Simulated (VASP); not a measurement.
Here is a VASP 6.6.1 calculation.

File INCAR:

```
ALGO     = Fast           # electronic algorithm
EDIFF    = 1E-8           # SCF threshold, eV
ENCUT    = 600            # plane-wave cutoff, eV
GGA      = CA             # functional
IBRION   = 8              # ionic algorithm
ISIF     = 2              # what is computed and relaxed
ISMEAR   = 0              # smearing method
LASPH    = T              # aspherical terms in the spheres
LCHARG   = F              # write CHGCAR
LEPSILON = T              # dielectric tensor by DFPT
LREAL    = F              # projectors in reciprocal space
LWAVE    = F              # write WAVECAR
NELM     = 100            # most SCF steps
NSW      = 1              # ionic steps
PREC     = Accurate       # precision mode
SIGMA    = 0.02           # smearing width, eV
```

KPOINTS

```
k-points
0
Gamma
  9 9 6
```

POSCAR

```
AlN
1.0
    3.1285881400      0.0000000000      0.0000000000
   -1.5642940700      2.7094368000      0.0000000000
    0.0000000000      0.0000000000      5.0169550000
Al N
2 2
Direct
    0.6666666700      0.3333333300      0.4992870000
    0.3333333300      0.6666666700      0.9992870000
    0.6666666700      0.3333333300      0.8807130000
    0.3333333300      0.6666666700      0.3807130000
```

Potentials or basis: VASP PAW LDA potentials, release 64 (Al, N).

Launch:

```bash
$ cat potpaw_LDA.64/Al/POTCAR potpaw_LDA.64/N/POTCAR > POTCAR
$ mpirun -np 1 vasp_std > vasp.out
```

Q: Estimate the electronic dielectric tensor (diagonal).

A: 4.47, 4.47, 4.69.

Q: What does it give for the Born charges (mean of the diagonal)?

A: Al +2.57; N -2.57 e.

Q: What does it give for the highest phonon frequency at Γ, LO-TO splitting left out?

A: 703 cm⁻¹.

Electronic dielectric tensor:
```
4.47 0.00 0.00
0.00 4.47 0.00
0.00 0.00 4.69
```

Caveat: an odd mesh through Γ misses points on the zone boundary, where band edges often lie.

The gap isn't set beside the measured one, since this odd mesh misses points on the zone boundary.
